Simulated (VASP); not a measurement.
Consider the following.

```yaml
crystal:
  lattice:
    - [0.00000, 2.34605, 2.34605]
    - [2.34605, 0.00000, 2.34605]
    - [2.34605, 2.34605, 0.00000]
  atoms:
    - { symbol: Na, position: [0.00000, 0.00000, 0.00000] }
    - { symbol: F, position: [0.50000, 0.50000, 0.50000] }
```

Method: PBE GGA, VASP's PBE PAW potentials (set 64) (plane waves; VASP). Numerical set-up: 520 eV cut-off, Gaussian smearing of 0.050 eV, potentials Na_pv F.

Question: Give the energies of bands 5 to 8 at the high-symmetry points, in eV from the valence-band maximum.

Answer: 
```json
[
 {"band": "5", "Γ": "0.00", "X": "-1.22", "U": "-1.01", "L": "-1.51", "W": "-0.83"},
 {"band": "6", "Γ": "0.00", "X": "-0.39", "U": "-0.79", "L": "-0.24", "W": "-0.83"},
 {"band": "7", "Γ": "0.00", "X": "-0.39", "U": "-0.35", "L": "-0.24", "W": "-0.54"},
 {"band": "8", "Γ": "6.10", "X": "12.85", "U": "12.61", "L": "10.55", "W": "12.97"}
]
```

The gap is direct, 6.10 eV, from the valence maximum at Γ to the conduction minimum at Γ.

Measured: gap 11.70 eV (computed value off by -5.60 eV), as given by David Koller et al., Journal of Physics Condensed Matter (2013), arXiv:1304.4470.

The compound is NaF in the rock salt structure. It was relaxed first.
